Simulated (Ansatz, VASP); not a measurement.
## GaCuSe2 in two plane-wave programs

Wanted: the spread between two codes on one cell, functional and k mesh. The cell is taken from a series of runs on this material, whose earlier steps may have relaxed, scaled, displaced or heated it; both programs get it as it stands.

Method: plane waves, with VASP 6.6.1 beside it; PBE, in Ansatz 0.2.0.

## (1) Set-up

The structure is tetragonal, space group I-42d (No. 122). Conventional cell: a = 5.619 Å, b = 5.619 Å, c = 11.357 Å, α = 90.00°, β = 90.00°, γ = 90.00°. Ga has 4 Se at 2.46 Å nearest. Nearest to Cu lie 4 Se at 2.42 Å. Nearest to Se lie 2 Cu at 2.42 Å and 2 Ga at 2.46 Å. Farther neighbours and most contacts between anions are not listed.

Structure file:

```xyz
8
Lattice="-2.8096 2.8096 5.6784 2.8096 -2.8096 5.6784 2.8096 2.8096 -5.6784" Properties=species:S:1:pos:R:3 pbc="T T T"
Ga    2.8096    2.8096    0.0000
Ga    2.8096    0.0000    2.8392
Cu    2.8096   -2.8096    5.6784
Cu    0.0000    2.8096    2.8392
Se    1.3675    1.4048    1.4196
Se   -1.4048    1.4420    4.2588
Se    1.4420    1.4048    7.0980
Se    4.2143    1.3675   -1.4196
```

## (2) VASP: single point, PBE, pair 1

A single point takes one fixed geometry, so differences don't come from the geometry; what else differs is listed under the comparison.

Lines of VASP's logs that name or quote its potential files are left out, and so is its time.

Contents of INCAR:

```
SYSTEM = GaCuSe2
PREC = Accurate
ENCUT = 600
EDIFF = 1E-06
NELM = 120
ISMEAR = -1
SIGMA = 0.02
LREAL = .FALSE.
ALGO = Normal
GGA = PE
NBANDS = 44
LASPH = .TRUE.
LORBIT = 11
LWAVE = .FALSE.
LCHARG = .FALSE.
ISIF = 2
GGA_COMPAT = .FALSE.
KPAR = 2
```

Contents of POSCAR:

```
GaCuSe2
1.0
   -2.8095500000      2.8095500000      5.6783900000
    2.8095500000     -2.8095500000      5.6783900000
    2.8095500000      2.8095500000     -5.6783900000
Ga Cu Se
2 2 4
Direct
    0.5000000000      0.5000000000      1.0000000000
    0.2500000000      0.7500000000      0.5000000000
    0.0000000000      1.0000000000      0.0000000000
    0.7500000000      0.2500000000      0.5000000000
    0.3750000000      0.3683746378      0.4933746378
    0.6316253622      0.1250000000      0.0066253622
    0.8750000000      0.8816253622      0.5066253622
    0.1183746378      0.6250000000      0.9933746378
```

Contents of KPOINTS:

```
Automatic mesh
0
Gamma
6 6 6
0 0 0
```

Potentials, in the order of the species: Ga_d, Cu and Se (PBE family, release 64).

Command:

```bash
mpirun -np 2 vasp_std
```

Numbers of over 12 decimals in the logs are rounded to 6 here.

The program printed:

```text
[banner, memory and clock lines left out]
running    2 mpi-ranks, on    1 nodes
 distrk:  each k-point on    1 cores,    2 groups
 distr:  one band on    1 cores,    1 groups

 POSCAR found type information on POSCAR GaCuSe
 POSCAR found :  3 types and       8 ions
 LDA part: xc-table for (Slater+PW92), standard interpolation
 POSCAR, INCAR and KPOINTS ok, starting setup
 FFT: planning ... GRIDC
 FFT: planning ... GRID_SOFT
 FFT: planning ... GRID
 WAVECAR not read
 entering main loop
       N       E                     dE             d eps       ncg     rms          rms(c)
DAV:   1     0.735206225483E+03    0.73521E+03   -0.34250E+04  2732   0.237E+03
DAV:   2     0.106968507843E+03   -0.62824E+03   -0.60989E+03  2664   0.596E+02
DAV:   3    -0.220315066201E+02   -0.12900E+03   -0.12531E+03  3292   0.224E+02
DAV:   4    -0.323298982218E+02   -0.10298E+02   -0.10151E+02  3644   0.607E+01
DAV:   5    -0.327068166017E+02   -0.37692E+00   -0.37587E+00  3828   0.123E+01    0.118E+01
DAV:   6    -0.329048668437E+02   -0.19805E+00   -0.32583E+01  3732   0.897E+01    0.896E+00
DAV:   7    -0.310219853990E+02    0.18829E+01   -0.77568E+00  3464   0.671E+01    0.362E+00
DAV:   8    -0.312222695112E+02   -0.20028E+00   -0.35831E+00  4000   0.224E+01    0.300E+00
DAV:   9    -0.311159515342E+02    0.10632E+00   -0.10015E+00  3744   0.171E+01    0.523E-01
DAV:  10    -0.311165481619E+02   -0.59663E-03   -0.63983E-02  3684   0.441E+00    0.193E-01
DAV:  11    -0.311177263764E+02   -0.11782E-02   -0.12676E-02  4080   0.160E+00    0.133E-01
DAV:  12    -0.311175081378E+02    0.21824E-03   -0.18115E-03  3888   0.780E-01    0.226E-02
DAV:  13    -0.311175363357E+02   -0.28198E-04   -0.20359E-04  3228   0.774E-02    0.123E-02
DAV:  14    -0.311175465671E+02   -0.10231E-04   -0.65462E-05  3832   0.133E-01    0.149E-02
DAV:  15    -0.311175422934E+02    0.42737E-05   -0.21619E-05  3012   0.918E-02    0.304E-03
DAV:  16    -0.311175428061E+02   -0.51273E-06   -0.41938E-06  3016   0.163E-02
   1 F= -.31117543E+02 E0= -.31117441E+02  d E =-.204535E-03
```

OUTCAR, selected parts (step 2):

```text
ion  position               nearest neighbor table
   1  0.500  0.500  0.000-   7 2.46   6 2.46   8 2.46   5 2.46
   2  0.250  0.750  0.500-   6 2.46   5 2.46   7 2.46   8 2.46
   3  0.000  0.000  0.000-   5 2.42   6 2.42   7 2.42   8 2.42
   4  0.750  0.250  0.500-   5 2.42   6 2.42   7 2.42   8 2.42
   5  0.375  0.368  0.493-   3 2.42   4 2.42   1 2.46   2 2.46
   6  0.632  0.125  0.007-   3 2.42   4 2.42   2 2.46   1 2.46
   7  0.875  0.882  0.507-   3 2.42   4 2.42   1 2.46   2 2.46
   8  0.118  0.625  0.993-   3 2.42   4 2.42   2 2.46   1 2.46

  LATTYP: Found a body centered tetragonal cell.
 ALAT       =     5.6191000000
 C/A-ratio  =     2.0211030236

 Subroutine GETGRP returns: Found  8 space group operations
 (whereof  4 operations were pure point group operations)

The static configuration has the point symmetry S_4 .
 The point group associated with its full space group is D_2d.

 Found     30 irreducible k-points:

   k-points           NKPTS =     30   k-points in BZ     NKDIM =     30   number of bands    NBANDS=     44

   dimension x,y,z NGX =    56 NGY =   56 NGZ =   56
   dimension x,y,z NGXF=   112 NGYF=  112 NGZF=  112

   ENCUT  =  600.0 eV  44.10 Ry    6.64 a.u.  13.84 13.84 13.84*2*pi/ulx,y,z

   NELECT =      72.0000    total number of electrons

 k-points in reciprocal lattice and weights: Automatic mesh
   0.00000000  0.00000000  0.00000000       0.005
   0.16666667 -0.00000000  0.00000000       0.037
   0.33333333 -0.00000000  0.00000000       0.037
   0.50000000 -0.00000000  0.00000000       0.019
   0.16666667  0.16666667  0.00000000       0.037
   0.33333333  0.16666667  0.00000000       0.074
   0.50000000  0.16666667  0.00000000       0.074
  -0.33333333  0.16666667 -0.00000000       0.074
  -0.16666667  0.16666667  0.00000000       0.019
[...]
-0.33333333 -0.33333333  0.33333333       0.009
   0.50000000  0.50000000  0.50000000       0.005

 average (electrostatic) potential at core
       1 -67.1678       2 -67.1678       3 -66.7090       4 -66.7090       5 -54.9205
       6 -54.9205       7 -54.9205       8 -54.9205

 E-fermi :   3.7759

 k-point     1 :       0.0000    0.0000    0.0000
  band No.  band energies     occupation
    ...
     32       2.1454      2.00000
     33       2.2149      2.00000
     34       3.6919      1.97058
     35       3.6919      1.97058
     36       3.7406      1.70853
     37       3.8060      0.36472
     38       5.7848      0.00000
     39       5.9533      0.00000
     40       7.6498      0.00000
     41       7.6498      0.00000
    ...

 k-point     2 :       0.1667   -0.0000    0.0000
  band No.  band energies     occupation
    ...
     32       2.2482      2.00000
     33       2.2756      2.00000
     34       2.8858      2.00000
     35       3.4542      2.00000
     36       3.6255      1.99892
     37       4.7883      0.00000
     38       6.1106      0.00000
     39       6.2320      0.00000
     40       7.1785      0.00000
     41       7.3923      0.00000
    ...

 k-point     3 :       0.3333   -0.0000    0.0000
  band No.  band energies     occupation
    ...
     32       2.2809      2.00000
     33       2.3648      2.00000
     34       2.6533      2.00000
     35       2.9603      2.00000
     36       3.3827      2.00000
     37       5.4673      0.00000
     38       6.0853      0.00000
     39       6.9728      0.00000
     40       7.2353      0.00000
     41       7.3660      0.00000
    ...

  Total        1.1674255      1.1674255      0.4178218      0.0000000      0.0000000      0.0000000
  in kB       10.4323232     10.4323232      3.7337305      0.0000000      0.0000000      0.0000000
  external PRESSURE =       8.1994590 kB  Pullay stress =       0.0000000 kB

  energy-cutoff  :      600.00
  volume of cell :      179.29
      direct lattice vectors                 reciprocal lattice vectors
    -2.809550000  2.809550000  5.678390000     0.000000000  0.177964443  0.088053128
     2.809550000 -2.809550000  5.678390000     0.177964443  0.000000000  0.088053128
     2.809550000  2.809550000 -5.678390000     0.177964443  0.177964443  0.000000000

 POSITION                                       TOTAL-FORCE (eV/Angst)
 -----------------------------------------------------------------------------------
      0.00000      0.00000      5.67839         0.000000     -0.000000      0.000000
      2.80955     -0.00000      2.83920        -0.000000     -0.000000      0.000000
      0.00000      0.00000      0.00000         0.000000     -0.000000     -0.000000
     -0.00000      2.80955      2.83920         0.000000     -0.000000      0.000000
      1.36755      1.40478      1.41960         0.005004     -0.000000      0.000000
     -1.40478      1.44200      4.25879         0.000000     -0.005004      0.000000
      1.44200      1.40477      7.09799        -0.005004     -0.000000      0.000000
      4.21433      1.36755     -1.41960         0.000000      0.005004      0.000000
 -----------------------------------------------------------------------------------
    total drift:                               -0.000002     -0.000002     -0.000003

  FREE ENERGIE OF THE ION-ELECTRON SYSTEM (eV)
  ---------------------------------------------------
  free  energy   TOTEN  =       -31.1175428061 eV

  energy  without entropy=      -31.1173382715  energy(sigma->0) =      -31.11744054

 total charge
# of ion       s       p       d       tot
------------------------------------------
    1        0.877   0.686  10.012  11.575
    2        0.877   0.686  10.012  11.575
    3        0.366   0.334   9.270   9.970
    4        0.366   0.334   9.270   9.970
    5        1.447   2.370   0.047   3.864
    6        1.447   2.370   0.047   3.864
    7        1.447   2.370   0.047   3.864
    8        1.447   2.370   0.047   3.864
--------------------------------------------------
tot          8.274  11.522  38.752  58.549

[... 3 further parts left out ...]
```

This run has no spin polarisation, so a moment on Cu, if there is one, isn't seen.

## (3) Ansatz: single point, PBE, pair 1

Ansatz runs on its PAW soft_1 files.

The same cell, functional, mesh and smearing now go to Ansatz, which takes its cutoff from its data sets.

Contents of input.yaml:

```yaml
crystal:
  lattice:
    - [-2.80955, 2.80955, 5.67839]
    - [2.80955, -2.80955, 5.67839]
    - [2.80955, 2.80955, -5.67839]
  atoms:
    - { symbol: Ga, position: [0.5, 0.5, 0.0] }
    - { symbol: Ga, position: [0.25, 0.75, 0.5] }
    - { symbol: Cu, position: [0.0, 0.0, 0.0] }
    - { symbol: Cu, position: [0.75, 0.25, 0.5] }
    - { symbol: Se, position: [0.375, 0.3683746378, 0.4933746378] }
    - { symbol: Se, position: [0.6316253622, 0.125, 1.0066253622] }
    - { symbol: Se, position: [0.875, 0.8816253622, 0.5066253622] }
    - { symbol: Se, position: [0.1183746378, 0.625, -0.0066253622] }
kpoints:
  mp_grid: { grid: [6, 6, 6] }
  band_path:
    path:
      - [0.0, 0.0, 0.0]
      - [0.0, 0.0, 0.5]
      - [0.25, 0.25, 0.25]
      - [0.0, 0.5, 0.0]
      - [0.5, 0.5, -0.5]
      - [0.31492883, 0.68507117, -0.31492883]
      - [-0.31492883, 0.31492883, 0.31492883]
      - [-0.12985765, 0.12985765, 0.5]
    npoints: 1
hamiltonian:
  xc: pbe
  pseudopotentials: { kind: paw, azcp: { folder: soft_1 } }
scf:
  occupations: { method: fermi_dirac, width: 0.02 }
  n_extra_bands: 6
output:
  eigenvalues: true
  forces: true
  stress: true
```

Command:

```bash
ansatz run input.yaml --threads 2 --pin off --max-ram 92160MiB --backend cuda --events-out ev --progress --plain --runs-dir out --devices 1 --max-vram 13GiB
```

The program printed:

```text
scf.n_extra_bands = 6 over 64 filled bands (N_el = 128.0): the run solves 70 bands
GPUs: using 1 of 1 available (devices: 1).
Engine: ansatz 0.2.0, x86_64-unknown-linux-gnu
Pseudopotentials: kind: paw
Pseudopotential: Ga, paw, valence charge 13, recommended cutoff 420 eV (normal), soft_1/Ga.paw.azcp
Pseudopotential: Cu, paw, valence charge 19, recommended cutoff 420 eV (normal), soft_1/Cu.paw.azcp
Pseudopotential: Se, paw, valence charge 16, recommended cutoff 420 eV (normal), soft_1/Se.paw.azcp
Functional definition: PBE
  parameter kappa = 0.804
  parameter beta = 0.066725
  exchange = pbe_x(kappa = kappa, mu = beta*pi^2/3)
  correlation = pbe_c(beta = beta)
device memory: the entry about to start is reckoned to put 4.1 GiB on a device that reports 39.1 GiB free (of which the cap on the GPU budget leaves the run 13.0 GiB)
GPU FFT provider: cuFFT
GPU libraries: cuBLAS 13.8.2, cuFFT 12.4.0, cuSOLVER 12.3.4
Crystal: 8 atoms, lattice volume = 179.291 Å³
Basis set: ecut = 420 eV, 3531 PW (Γ), exchange–correlation on 96×96×96 points (8 copies of the dense FFT grid, shifted against one another)
Bands: 70, of which v1, the nominal top of the filled ones, is band 64 counted from 1 (63 counted from 0)
Symmetry: 8 space group operations
Space group: I-42d (ITA 122), of the structure as read, at distance tolerance 5.6e-5 Å
k-points: 30 of 216 (time reversal used)
Non-local potential: Ga, projectors of the file, l = 0: 2, l = 1: 2, l = 2: 3, l = 3: 1
Non-local potential: Cu, projectors of the file, l = 0: 3, l = 1: 2, l = 2: 3, l = 3: 1
Non-local potential: Se, projectors of the file, l = 0: 2, l = 1: 2, l = 2: 3, l = 3: 1
PAW form: soft (Blöchl's): semilocal exchange-correlation on the pseudo side does not see the compensation charge
PAW one-centre angular grid: Ga, 590 points (default); XC on 64 Gauss nodes
PAW one-centre angular grid: Cu, 590 points (default); XC on 64 Gauss nodes
PAW one-centre angular grid: Se, 590 points (default); XC on 64 Gauss nodes
Initial density: superposition of atomic densities (chi_scale 0.1, normalization cell, long waves kept (reshape's long-wave potential 0.00 eV rms))
Initial wavefunctions: pseudopotential atomic-orbital guess
GPU buffer pool allocated for 110592 grid points (all kernels)
GPU transforms: local potential and band sums: pruned to the plane-wave sphere, on 48×48×48
Functional: x = pbe(κ = 0.804, μ = 0.219515), c = pbe(β = 0.066725)
SCF iter   1: F=—  HF=-42697.733196 eV  |F-HF|=—  |Δ(HF+E_count)|=         —  Δρ=5.60e-2  dr2=4.19e0  ethr=3.10e-3  ⟨swp⟩=5.6  Hψ=7198  notcnv=0
preconditioner: auto → Resta (q_TF=auto, 2.579 Å⁻¹)  ε∞=5.4  [insulator: Δε(μ)=0.382 eV  Ē_g=11.248 eV  σ=0.020 eV  W_gap=1.00  n_scr=60 (ndim 8)  ℏωp=23.5 eV  f_vac=0.066  D(μ)=0.00/eV (n_scr^D=0)  ε∞_Penn≈5.4]
SCF iter   2: F=—  HF=-42696.978987 eV  |F-HF|=—  |Δ(HF+E_count)|=   7.54e-1  Δρ=4.37e-2  dr2=1.83e0  ethr=3.10e-3  ⟨swp⟩=2.7  Hψ=4094  notcnv=0  defer=49
SCF iter   3: F=—  HF=-42696.795621 eV  |F-HF|=—  |Δ(HF+E_count)|=   1.83e-1  Δρ=2.50e-2  dr2=8.76e-1  ethr=1.43e-3  ⟨swp⟩=2.0  Hψ=4630  notcnv=0  defer=50
SCF iter   4: F=—  HF=-42696.581432 eV  |F-HF|=—  |Δ(HF+E_count)|=   2.14e-1  Δρ=9.08e-3  dr2=9.43e-2  ethr=6.84e-4  ⟨swp⟩=2.1  Hψ=3067  notcnv=0  defer=48
SCF iter   5: F=—  HF=-42696.588688 eV  |F-HF|=—  |Δ(HF+E_count)|=   7.26e-3  Δρ=3.61e-3  dr2=1.65e-2  ethr=7.37e-5  ⟨swp⟩=2.2  Hψ=3290  notcnv=0  defer=48
SCF iter   6: F=—  HF=-42696.585885 eV  |F-HF|=—  |Δ(HF+E_count)|=   2.80e-3  Δρ=1.29e-3  dr2=3.34e-3  ethr=1.29e-5  ⟨swp⟩=2.0  Hψ=3264  notcnv=0  defer=48
SCF iter   7: F=—  HF=-42696.587794 eV  |F-HF|=—  |Δ(HF+E_count)|=   1.91e-3  Δρ=6.18e-4  dr2=7.06e-4  ethr=2.61e-6  ⟨swp⟩=2.2  Hψ=3827  notcnv=0  defer=48
SCF iter   8: F=—  HF=-42696.587055 eV  |F-HF|=—  |Δ(HF+E_count)|=   7.39e-4  Δρ=5.21e-4  dr2=2.91e-4  ethr=5.52e-7  ⟨swp⟩=2.0  Hψ=3832  notcnv=0  defer=48
SCF iter   9: F=—  HF=-42696.587388 eV  |F-HF|=—  |Δ(HF+E_count)|=   3.33e-4  Δρ=9.05e-5  dr2=9.73e-6  ethr=2.27e-7  ⟨swp⟩=2.0  Hψ=2621  notcnv=0  defer=48
SCF iter  10: F=—  HF=-42696.587557 eV  |F-HF|=—  |Δ(HF+E_count)|=   1.69e-4  Δρ=1.73e-5  dr2=4.06e-7  ethr=7.60e-9  ⟨swp⟩=2.0  Hψ=2862  notcnv=0  defer=48
SCF iter  11: F=-42696.587558 eV  HF=-42696.587558 eV  |F-HF|=1.18e-8  |Δ(HF+E_count)|=   6.01e-7  Δρ=4.45e-6  dr2=2.87e-8  ethr=7.81e-11  ⟨swp⟩=9.1  Hψ=9910  notcnv=0
SCF 1 converged in 11 iterations: F = -42696.587558 eV  dr2 = 2.87e-8
  greatest PAW one-centre occupation: 1.000 electrons in one spin orbital (limit 2), on the Se atom at site 7 (counted from 0), in its partial waves of l = 2
device memory: the entry about to start is reckoned to put 2.6 GiB on a device that reports 60.1 GiB free (of which the cap on the GPU budget leaves the run 13.0 GiB)
NSCF: frozen V_eff on 8 k-points
SCF converged after 11 iterations
Free energy (F): -42696.587558 eV
Harris-Foulkes:  -42696.587558 eV  (|F-HF|=1.18e-8)
Internal energy: -42696.587300 eV  (E = F + TS)
E sigma→0 (E₀):  -42696.587429 eV
Entropy (-TS):   -0.000258 eV (-0.032 meV/atom)
Fermi energy:    8.141274 eV
--- Per-component energies (eV) ---
  E_band       = -2699.545833
  E_kinetic    = 1186.269736
  E_local      = -25968.803670  (includes V_loc(G=0)·N_el)
  E_nonlocal   = 192.813555
  E_hartree    = 12803.062508
  E_xc         = -601.990487
  E_vxc        = -647.609470  (∫ρ·V_xc dr)
  E_paw        = -16144.203234  (= ΣΔE_a)
  E_vpaw       = -3068.319186  (= ΣTr[D̂ρ^β])
  E_aug_tail   = 0.000121  (compensation charges beyond the density's cutoff)
  E_ewald      = -14163.735829
  E_smearing   = -0.000258  (= −TS)
  E_closure    = -0.000000  (closes the sum)
  Σ components = -42696.587558   (vs F -42696.587558, Δ=0.00e0)
--- Forces (eV/Å), atoms counted from 1 ---
  atom   1  Ga     0.00000000     0.00000000    -0.00000000
  atom   2  Ga     0.00000000     0.00000000     0.00000000
  atom   3  Cu     0.00000000    -0.00000000    -0.00000000
  atom   4  Cu     0.00000000     0.00000000    -0.00000000
  atom   5  Se    -0.00880055    -0.00000000    -0.00000000
  atom   6  Se    -0.00000000     0.00880055     0.00000000
  atom   7  Se     0.00880055     0.00000000     0.00000000
  atom   8  Se    -0.00000000    -0.00880055    -0.00000000
  max |Σ_I F_I| component: 3.43e-17 eV/Å
--- Stress (GPa, compression-positive) ---
        0.857574       0.000000       0.000000
        0.000000       0.857574      -0.000000
        0.000000       0.000000       0.189053
  P = ⅓ Tr σ = 0.6347 GPa (6.347 kbar)
--- Band table (eV; the first three rows and the last of 30) ---
  k-point 0: bands = [... 60 lower, 6.5967, 8.0649, 8.0649, 8.1150, 8.1616, 10.1487, 10.3192, 12.0147, ... 2 higher]
  k-point 1: bands = [... 60 lower, 6.7495, 7.0231, 7.7762, 8.0038, 9.3043, 10.2892, 11.1146, 11.7141, ... 2 higher]
  k-point 2: bands = [... 60 lower, 6.9282, 6.9400, 7.4611, 7.8422, 9.6661, 9.8884, 11.3396, 11.5232, ... 2 higher]
  k-point 29: bands = [... 60 lower, 6.9821, 6.9821, 7.2807, 7.2807, 9.8351, 9.8351, 10.0579, 10.0579, ... 2 higher]
```

Reading the cycles: dr2 is the Hartree energy of the density residual (eV), the measure of convergence; HF is the Harris–Foulkes estimate of the energy, which meets the free energy F at convergence.

## (4) Side by side

Known differences besides the potentials themselves: the data sets hold 128 valence electrons in Ansatz (on its PAW soft_1 files) and 72 in VASP; the cutoff is 420 eV in Ansatz and 600 eV in VASP. Total energies have different zeros and are not compared.

Compared:

```csv
quantity,Ansatz,VASP,difference
pressure (GPa),0.63,0.82,-0.19
gap on the k mesh (eV),0.047,0.065,-0.019
```

The largest component of a force difference here is 14 meV/Å. A gap on the mesh is an upper bound, since the band edges may lie between its points.

(Part 1 of 2 ends here.)

[Lines on the potential files, build, host, timing and source positions are cut from VASP's logs without a mark.]

[Logs are printed without paths, hosts, clocks, repeated set-up lines and the standing remarks that a program may print on its own settings, such as how far it seeks lower states.]

[Hosts, paths, dates, database ids (printed as entryN), source tags and the programs' standing remarks are cut or masked in the printed files.]
